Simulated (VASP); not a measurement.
**GaN: transverse stress against strain**

GaN (wurtzite, P6_3mc, 11.430 Å³/atom and stress up to 0.25 GPa in the relaxed cell, c along z) under a strain ε along c (axis z), the other axes held. r2SCAN in VASP (plane waves, PAW), 600 eV, 12×12×6 Γ-centred mesh, Gaussian smearing 0.05 eV; ions are relaxed, or left where forces stay under 0.02 eV/Å, within the symmetry of each cell. Stress is positive for a compressed cell.

Here s stands for strain and y for stress xx.

```csv
strain (%),stress xx (GPa)
-1.50,1.56
-1.00,1.01
-0.50,0.50
0.00,0.00
0.50,-0.44
1.00,-0.87
1.50,-1.27
3.00,?
```

**Question.** Using a straight line, estimate the missing y at s = 3.00 from the other rows, showing the fit.

**Answer.** Means: s 0, y 0.070. About the means, the sum of products is -6.5950 and the sum of squares of s is 7.0000; the slope is their ratio. Least squares gives y = 0.070 - 0.9421·s. Residuals (row less fit): 0.077, -0.002, -0.041, -0.070, -0.039, 0.002, 0.073; standard error 0.062 (degrees of freedom: 5). The slope gives the elastic constant C13 = 94 ± 2 GPa (± standard error of the fit, which holds the terms cut off). At the withheld row, y = 0.070 - 0.9421 × 3.0 = -2.756 GPa. The calculation gives -2.39 GPa, 0.366 GPa above the prediction (9.3 % of the range of y in the table). The row lies outside the fitted rows, so this is an extrapolation. From the scatter of the fitted rows alone, a prediction at this place has a standard error of 0.097 GPa, so the miss is 3.8 times that.

A polynomial of degree 2 through the 12 other runs of the series gives -2.37 there, so most of the miss is curvature that the fit leaves out. Rows are the converged runs of the series near zero and its far end, less any whose ions stayed unrelaxed beside relaxed ones; series whose fitted rows scatter by over a few per cent of the range, as at a crossing or softening among them, aren't shown in this form. Most that stay on the fit to the last digits aren't either.
